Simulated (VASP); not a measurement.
An input for Ansatz (written as the equivalent of a VASP run, and not itself run):

Ansatz 0.2 input:
```yaml
crystal:
  lattice:
    - [4.6652100, 0.0000000, 0.0000000]
    - [0.0000000, 4.6652100, 0.0000000]
    - [0.0000000, 0.0000000, 4.6652100]
  atoms:
    - { symbol: Cs, position: [-0.0066580, -0.0012270, -0.0012740] }
    - { symbol: I, position: [0.5066580, 0.5012270, 0.5012740] }
kpoints:
  mp_grid: { grid: [5, 5, 5] }
hamiltonian:
  xc: hse06
  pseudopotentials: { kind: paw }
scf:
  occupations: { method: gaussian, width: 0.01 }
  max_iter: 100
output: { forces: true, stress: true, eigenvalues: true }
```

**Question.** Translate this input to VASP (INCAR, KPOINTS, POSCAR, choice of POTCAR).

**Answer.** This is not unique; one that fits is 
**INCAR**
```
# general
SYSTEM  =CsI
PREC    =Accurate
ENCUT   =300   # plane-wave cut-off (eV)
LREAL   =.FALSE.   # projection in real space or not
LASPH   =.TRUE.
ISYM    =3

# electronic loop
EDIFF   =1E-6
NELM    =100   # most electronic steps
ALGO    =Normal   # blocked Davidson
LMAXMIX =4

# smearing
ISMEAR  =0   # Gaussian
SIGMA   =0.01

# functional
GGA     =PE   # PBE
LHFCALC =.TRUE.
AEXX    =0.25
HFSCREEN=0.2   # 1/Angstrom
PRECFOCK=Fast

# ions
ISIF    =2

# output
LWAVE   =.FALSE.
LCHARG  =.FALSE.
```

File POSCAR:
```
CsI
1
    4.6652100000     0.0000000000     0.0000000000
    0.0000000000     4.6652100000     0.0000000000
    0.0000000000     0.0000000000     4.6652100000
Cs I
1 1
Direct
 -0.0066580000  -0.0012270000  -0.0012740000
  0.5066580000   0.5012270000   0.5012740000
```

KPOINTS:
```
Automatic mesh
0
Gamma
5 5 5
0 0 0
```

POTCAR, in this order: Cs_sv I (PBE.64 set). Program: vasp_std.

Limits of the translation: each code has its own PAW files, so the cut-off isn't converted (ENCUT is set for VASP's; basis.ecutwfc is left out, and Ansatz then takes the one that its files recommend); Ansatz stops its SCF on the density residual and VASP on the energy change (EDIFF); Ansatz's hse06 screens at 0.11 per bohr (0.208 per Å), slightly more than HFSCREEN = 0.2.

The structure comes from a computed database's CsI entry; how it stands against other phases isn't given here. The cell was not relaxed at this level.
